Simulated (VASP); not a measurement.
Level of theory: PBE GGA, VASP's PBE PAW potentials (set 64) (plane waves; VASP).

VASP ran on this input.

**KPOINTS**
```
K-points
0
Monkhorst-Pack
  3 3 3
```

**INCAR**
```
# general
SYSTEM   =  Sb
PREC     =  Accurate
ENCUT    =  400
LREAL    =  .False.
LASPH    =  .True.   # aspherical one-centre terms

# electronic loop
EDIFF    =  1E-6
NELM     =  100   # most electronic steps
ALGO     =  Normal   # blocked Davidson
LMAXMIX  =  4

# smearing
ISMEAR   =  1
SIGMA    =  0.1

# functional
GGA      =  PE

# ions
ISIF     =  2

# output
LWAVE    =  .False.
LCHARG   =  .False.
```

POSCAR:
```
Sb
1
    3.9573420000    -2.1550000000     0.0000000000
    3.9573420000     2.1550000000     0.0000000000
    2.7838200000     0.0000000000     3.5432930000
Sb
2
Direct
  0.2335000000   0.2335000000   0.2335000000
  0.7665000000   0.7665000000   0.7665000000
```

POTCAR, in this order: Sb (PBE.64 set). Program: vasp_std.

Q: What will the output report for the number of irreducible k-points (NKPTS), number of bands (NBANDS), largest plane-wave count, number of space-group operations, FFT grid (NGX, NGY, NGZ)?

A: 
```
Item                                           Value
--------------------------------------  ------------
number of irreducible k-points (NKPTS)             6
number of bands (NBANDS)                           9
largest plane-wave count                        1103
number of space-group operations                  12
FFT grid (NGX, NGY, NGZ)                30 × 30 × 30
```

The compound is Sb in the a7 structure. The cell was not relaxed at this level. The k-mesh is coarse (spacing up to 0.59 per Å, 2π included), so the numbers may not be converged in it. The run is one of a series of settings (KPOINTS 3×3×3 Monkhorst-Pack mesh against the base run), some of them coarse on purpose.
